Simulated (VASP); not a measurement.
All values below come from TPSS meta-GGA, VASP's PBE PAW potentials (set 64) (plane waves; VASP).

A VASP calculation is set up with these files.

File POSCAR:
```
Li2S
4.0811920
  0.0000000000   0.7071067942   0.7071067942
  0.7071067942   0.0000000000   0.7071067942
  0.7071067942   0.7071067942   0.0000000000
Li S
2 1
direct
  0.2500000000   0.2500000000   0.2500000000
  0.7500000000   0.7500000000   0.7500000000
  1.0000000000   0.0000000000   0.0000000000
```

**KPOINTS**
```
Regular mesh
0
G
 7 7 7
```

### INCAR
```
ALGO = Normal
EDIFF = 1E-7
ENCUT = 520
ISIF = 2
ISMEAR = 0
LASPH = T
LCHARG = F
LMIXTAU = T
LREAL = F
LWAVE = F
METAGGA = TPSS
NELM = 100
PREC = Accurate
SIGMA = 0.05
SYSTEM = Li2S
```

POTCAR, in this order: Li_sv S (PBE.64 set). Program: vasp_std.

Output

**OSZICAR**
```
...
DAV:  12    -0.786849231625E+01    0.28775E+04   -0.39004E+03   488   0.136E+02    0.112E+01
DAV:  13    -0.529046431991E+04   -0.52826E+04   -0.43346E+06   400   0.154E+07    0.465E+02
DAV:  14    -0.583869142318E+07   -0.58334E+07   -0.58085E+07   548   0.382E+05    0.111E+01
DAV:  15    -0.167885494783E+02    0.58387E+07   -0.41715E+03   496   0.129E+02    0.377E+00
DAV:  16    -0.174333827800E+02   -0.64483E+00   -0.66424E+00   628   0.157E+01    0.206E+00
DAV:  17    -0.176575797287E+02   -0.22420E+00   -0.82292E-01   586   0.696E+00    0.158E+00
DAV:  18    -0.185612029367E+02   -0.90362E+00   -0.37394E-01   560   0.872E+00    0.170E+00
DAV:  19    -0.184747440603E+02    0.86459E-01   -0.26031E-02   498   0.173E+00    0.179E+00
DAV:  20    -0.185834275801E+02   -0.10868E+00   -0.37542E-02   472   0.282E+00    0.220E+00
DAV:  21    -0.186051077975E+02   -0.21680E-01   -0.25818E-02   644   0.157E+00    0.249E+00
DAV:  22    -0.186148514764E+02   -0.97437E-02   -0.22660E-02   608   0.193E+00    0.257E+00
DAV:  23    -0.186180218704E+02   -0.31704E-02   -0.29761E-02   442   0.175E+00    0.256E+00
DAV:  24    -0.186844364965E+02   -0.66415E-01   -0.17784E-02   462   0.196E+00    0.275E+00
DAV:  25    -0.186063191645E+02    0.78117E-01   -0.41973E-02   590   0.313E+00    0.219E+00
DAV:  26    -0.186226412212E+02   -0.16322E-01   -0.26453E-03   494   0.714E-01    0.226E+00
DAV:  27    -0.186115990005E+02    0.11042E-01   -0.63167E-04   560   0.216E-01    0.220E+00
DAV:  28    -0.186314667663E+02   -0.19868E-01   -0.22761E-03   462   0.439E-01    0.229E+00
DAV:  29    -0.186237718698E+02    0.76949E-02   -0.50943E-04   452   0.354E-01    0.229E+00
DAV:  30    -0.186396836018E+02   -0.15912E-01   -0.14291E-03   400   0.479E-01    0.232E+00
DAV:  31    -0.193916835643E+02   -0.75200E+00   -0.26859E+00   404   0.122E+01    0.357E+00
DAV:  32    -0.194634000268E+02   -0.71716E-01   -0.29645E-01   526   0.589E+00    0.370E+00
DAV:  33    -0.195896531070E+02   -0.12625E+00   -0.96917E-02   644   0.293E+00    0.374E+00
DAV:  34    -0.124217966393E+07   -0.12422E+07   -0.12612E+08   416   0.433E+08    0.374E+02
DAV:  35    -0.169562546609E+02    0.12422E+07   -0.25031E+03   498   0.373E+02    0.712E+01
DAV:  36    -0.180306734000E+02   -0.10744E+01   -0.32745E+01   448   0.468E+01    0.389E+01
DAV:  37    -0.191573112888E+02   -0.11266E+01   -0.39028E+00   560   0.188E+01    0.321E+01
DAV:  38    -0.189760459103E+02    0.18127E+00   -0.33451E+00   586   0.147E+01    0.196E+01
DAV:  39    -0.192286104164E+02   -0.25256E+00   -0.12711E-01   512   0.427E+00    0.143E+01
DAV:  40    -0.188607367489E+02    0.36787E+00   -0.90366E-01   452   0.842E+00    0.646E+00
DAV:  41    -0.181232835475E+02    0.73745E+00   -0.11686E+00   472   0.763E+00    0.774E+00
DAV:  42    -0.184391939664E+02   -0.31591E+00   -0.15568E-01   412   0.468E+00    0.602E+00
DAV:  43    -0.182102255936E+02    0.22897E+00   -0.58651E-02   414   0.238E+00    0.492E+00
DAV:  44    -0.186376827882E+02   -0.42746E+00   -0.13088E-01   458   0.517E+00    0.305E+00
DAV:  45    -0.184687406170E+02    0.16894E+00   -0.13575E-01   560   0.278E+00    0.195E+00
DAV:  46    -0.185938789340E+02   -0.12514E+00   -0.29003E-02   550   0.229E+00    0.174E+00
DAV:  47    -0.185998838711E+02   -0.60049E-02   -0.69082E-03   494   0.990E-01    0.119E+00
DAV:  48    -0.187110309455E+02   -0.11115E+00   -0.34032E-02   562   0.271E+00    0.100E+00
DAV:  49    -0.187133246438E+02   -0.22937E-02   -0.67836E-03   400   0.135E+00    0.940E-01
DAV:  50    -0.187657403181E+02   -0.52416E-01   -0.42858E-02   498   0.296E+00    0.126E+00
DAV:  51    -0.187465791177E+02    0.19161E-01   -0.45976E-03   416   0.949E-01    0.130E+00
DAV:  52    -0.187501347101E+02   -0.35556E-02   -0.27376E-04   464   0.212E-01    0.132E+00
DAV:  53    -0.187474818878E+02    0.26528E-02   -0.10088E-04   428   0.128E-01    0.131E+00
DAV:  54    -0.187275944856E+02    0.19887E-01   -0.11869E-02   400   0.162E+00    0.149E+00
DAV:  55    -0.187531980984E+02   -0.25604E-01   -0.12673E-02   400   0.120E+00    0.156E+00
DAV:  56    -0.187143574620E+02    0.38841E-01   -0.73945E-02   460   0.440E+00    0.130E+00
DAV:  57    -0.187176410730E+02   -0.32836E-02   -0.16208E-03   474   0.478E-01    0.127E+00
DAV:  58    -0.187227455469E+02   -0.51045E-02   -0.14197E-04   546   0.126E-01    0.127E+00
DAV:  59    -0.187187121029E+02    0.40334E-02   -0.17776E-04   436   0.203E-01    0.126E+00
DAV:  60    -0.187219679717E+02   -0.32559E-02   -0.85475E-05   510   0.135E-01    0.126E+00
DAV:  61    -0.187394158156E+02   -0.17448E-01   -0.36432E-03   522   0.889E-01    0.133E+00
DAV:  62    -0.187321466833E+02    0.72691E-02   -0.49802E-04   462   0.287E-01    0.132E+00
DAV:  63    -0.187313806043E+02    0.76608E-03   -0.17403E-04   400   0.195E-01    0.133E+00
DAV:  64    -0.187287266416E+02    0.26540E-02   -0.28640E-04   478   0.201E-01    0.131E+00
DAV:  65    -0.187258879010E+02    0.28387E-02   -0.65200E-05   586   0.124E-01    0.129E+00
DAV:  66    -0.187390711795E+02   -0.13183E-01   -0.24101E-03   448   0.579E-01    0.131E+00
DAV:  67    -0.187334338837E+02    0.56373E-02   -0.33619E-04   530   0.221E-01    0.131E+00
DAV:  68    -0.187325902664E+02    0.84362E-03   -0.11103E-05   566   0.365E-02    0.131E+00
DAV:  69    -0.187212415143E+02    0.11349E-01   -0.88398E-04   576   0.342E-01    0.129E+00
DAV:  70    -0.187255424968E+02   -0.43010E-02   -0.82074E-04   400   0.316E-01    0.129E+00
DAV:  71    -0.187440742670E+02   -0.18532E-01   -0.43569E-03   456   0.996E-01    0.127E+00
DAV:  72    -0.187482021800E+02   -0.41279E-02   -0.33168E-04   538   0.222E-01    0.129E+00
DAV:  73    -0.187528812425E+02   -0.46791E-02   -0.59316E-04   478   0.241E-01    0.126E+00
DAV:  74    -0.187405719318E+02    0.12309E-01   -0.10311E-03   536   0.405E-01    0.121E+00
DAV:  75    -0.187366851504E+02    0.38868E-02   -0.30457E-04   636   0.177E-01    0.119E+00
DAV:  76    -0.188564042408E+02   -0.11972E+00   -0.24006E-01   456   0.585E+00    0.148E+00
DAV:  77    -0.188200478566E+02    0.36356E-01   -0.24640E-02   452   0.225E+00    0.142E+00
DAV:  78    -0.187587507888E+02    0.61297E-01   -0.48737E-02   552   0.256E+00    0.136E+00
DAV:  79    -0.186669017731E+02    0.91849E-01   -0.71451E-02   602   0.303E+00    0.123E+00
DAV:  80    -0.186854783614E+02   -0.18577E-01   -0.21666E-03   544   0.530E-01    0.131E+00
DAV:  81    -0.187007912566E+02   -0.15313E-01   -0.18545E-03   524   0.496E-01    0.130E+00
DAV:  82    -0.186973981370E+02    0.33931E-02   -0.12210E-04   432   0.153E-01    0.131E+00
DAV:  83    -0.186973545583E+02    0.43579E-04   -0.84451E-05   418   0.758E-02    0.132E+00
DAV:  84    -0.186972637485E+02    0.90810E-04   -0.81409E-06   464   0.321E-02    0.132E+00
DAV:  85    -0.187008545587E+02   -0.35908E-02   -0.15787E-04   414   0.132E-01    0.131E+00
DAV:  86    -0.187076560694E+02   -0.68015E-02   -0.73398E-04   430   0.280E-01    0.130E+00
DAV:  87    -0.187165351519E+02   -0.88791E-02   -0.96293E-04   412   0.366E-01    0.126E+00
DAV:  88    -0.187156462251E+02    0.88893E-03   -0.28959E-05   480   0.618E-02    0.125E+00
DAV:  89    -0.187281043642E+02   -0.12458E-01   -0.98433E-04   574   0.404E-01    0.123E+00
DAV:  90    -0.187501608308E+02   -0.22056E-01   -0.38468E-03   520   0.973E-01    0.112E+00
DAV:  91    -0.187244798112E+02    0.25681E-01   -0.63807E-03   406   0.903E-01    0.105E+00
DAV:  92    -0.187601567839E+02   -0.35677E-01   -0.89823E-03   422   0.152E+00    0.998E-01
DAV:  93    -0.187657674114E+02   -0.56106E-02   -0.20765E-03   500   0.684E-01    0.894E-01
DAV:  94    -0.187879053299E+02   -0.22138E-01   -0.10171E-02   580   0.158E+00    0.805E-01
DAV:  95    -0.188074351523E+02   -0.19530E-01   -0.13570E-02   584   0.191E+00    0.684E-01
DAV:  96    -0.187979546397E+02    0.94805E-02   -0.43717E-03   412   0.606E-01    0.657E-01
DAV:  97    -0.188153852498E+02   -0.17431E-01   -0.23906E-02   402   0.287E+00    0.454E-01
DAV:  98    -0.188221757842E+02   -0.67905E-02   -0.14631E-02   408   0.235E+00    0.254E-01
DAV:  99    -0.188184665371E+02    0.37092E-02   -0.95835E-03   552   0.102E+00    0.103E-01
DAV: 100    -0.188200304028E+02   -0.15639E-02   -0.48024E-03   414   0.959E-01
   1 F= -.18820030E+02 E0= -.18820030E+02  d E =-.897435E-12
```

### OUTCAR
```
------------------------ aborting loop EDIFF was not reached (unconverged)  ----------------------------
  FORCE on cell =-STRESS in cart. coord.  units (eV):
  Direction    XX          YY          ZZ          XY          YZ          ZX
  --------------------------------------------------------------------------------------
  Total       -0.6934397     -0.6934397     -0.6934397     -0.0000000     -0.0000000      0.0000000
  in kB      -23.1138982    -23.1138982    -23.1138982     -0.0000000     -0.0000000      0.0000000
  external PRESSURE =     -23.1138982 kB  Pullay stress =       0.0000000 kB
  volume of cell :       48.07
      direct lattice vectors                 reciprocal lattice vectors
     0.000000000  2.885838592  2.885838592    -0.173259863  0.173259863  0.173259863
     2.885838592  0.000000000  2.885838592     0.173259863 -0.173259863  0.173259863
     2.885838592  2.885838592  0.000000000     0.173259863  0.173259863 -0.173259863
 POSITION                                       TOTAL-FORCE (eV/Angst)
 -----------------------------------------------------------------------------------
      1.44292      1.44292      1.44292        -0.000000     -0.000000     -0.000000
      4.32876      4.32876      4.32876         0.000000      0.000000      0.000000
      0.00000      0.00000      0.00000        -0.000000     -0.000000      0.000000
 -----------------------------------------------------------------------------------
    total drift:                                0.000000      0.000000      0.000000
  FREE ENERGIE OF THE ION-ELECTRON SYSTEM (eV)
  ---------------------------------------------------
  free  energy   TOTEN  =       -18.8200304028 eV

  energy  without entropy=      -18.8200304028  energy(sigma->0) =      -18.82003040
```
(Selected blocks of OUTCAR.)

### stdout
```
...
DAV:  81    -0.187007912566E+02   -0.15313E-01   -0.18545E-03   524   0.496E-01    0.130E+00
DAV:  82    -0.186973981370E+02    0.33931E-02   -0.12210E-04   432   0.153E-01    0.131E+00
DAV:  83    -0.186973545583E+02    0.43579E-04   -0.84451E-05   418   0.758E-02    0.132E+00
DAV:  84    -0.186972637485E+02    0.90810E-04   -0.81409E-06   464   0.321E-02    0.132E+00
DAV:  85    -0.187008545587E+02   -0.35908E-02   -0.15787E-04   414   0.132E-01    0.131E+00
DAV:  86    -0.187076560694E+02   -0.68015E-02   -0.73398E-04   430   0.280E-01    0.130E+00
DAV:  87    -0.187165351519E+02   -0.88791E-02   -0.96293E-04   412   0.366E-01    0.126E+00
DAV:  88    -0.187156462251E+02    0.88893E-03   -0.28959E-05   480   0.618E-02    0.125E+00
DAV:  89    -0.187281043642E+02   -0.12458E-01   -0.98433E-04   574   0.404E-01    0.123E+00
DAV:  90    -0.187501608308E+02   -0.22056E-01   -0.38468E-03   520   0.973E-01    0.112E+00
DAV:  91    -0.187244798112E+02    0.25681E-01   -0.63807E-03   406   0.903E-01    0.105E+00
DAV:  92    -0.187601567839E+02   -0.35677E-01   -0.89823E-03   422   0.152E+00    0.998E-01
DAV:  93    -0.187657674114E+02   -0.56106E-02   -0.20765E-03   500   0.684E-01    0.894E-01
DAV:  94    -0.187879053299E+02   -0.22138E-01   -0.10171E-02   580   0.158E+00    0.805E-01
DAV:  95    -0.188074351523E+02   -0.19530E-01   -0.13570E-02   584   0.191E+00    0.684E-01
DAV:  96    -0.187979546397E+02    0.94805E-02   -0.43717E-03   412   0.606E-01    0.657E-01
DAV:  97    -0.188153852498E+02   -0.17431E-01   -0.23906E-02   402   0.287E+00    0.454E-01
DAV:  98    -0.188221757842E+02   -0.67905E-02   -0.14631E-02   408   0.235E+00    0.254E-01
DAV:  99    -0.188184665371E+02    0.37092E-02   -0.95835E-03   552   0.102E+00    0.103E-01
DAV: 100    -0.188200304028E+02   -0.15639E-02   -0.48024E-03   414   0.959E-01

 -----------------------------------------------------------------------------
|                                                                             |
|           W    W    AA    RRRRR   N    N  II  N    N   GGGG   !!!           |
|           W    W   A  A   R    R  NN   N  II  NN   N  G    G  !!!           |
|           W    W  A    A  R    R  N N  N  II  N N  N  G       !!!           |
|           W WW W  AAAAAA  RRRRR   N  N N  II  N  N N  G  GGG   !            |
|           WW  WW  A    A  R   R   N   NN  II  N   NN  G    G                |
|           W    W  A    A  R    R  N    N  II  N    N   GGGG   !!!           |
|                                                                             |
|     The electronic self-consistency was not achieved in the given           |
|     number of steps (NELM). The forces and other quantities evaluated       |
|     might not be reliable so examine the results carefully. If you find     |
|     spurious results, we suggest increasing NELM, if you were close to      |
|     convergence or switching to a different ALGO or adjusting the           |
|     density mixing parameters otherwise.                                    |
|                                                                             |
 -----------------------------------------------------------------------------

   1 F= -.18820030E+02 E0= -.18820030E+02  d E =-.897435E-12
```

The run did not converge; its last values are not results.

The compound is Li2S in the antifluorite structure. This cell is one point of a volume scan, at 1.06 of the reference volume.
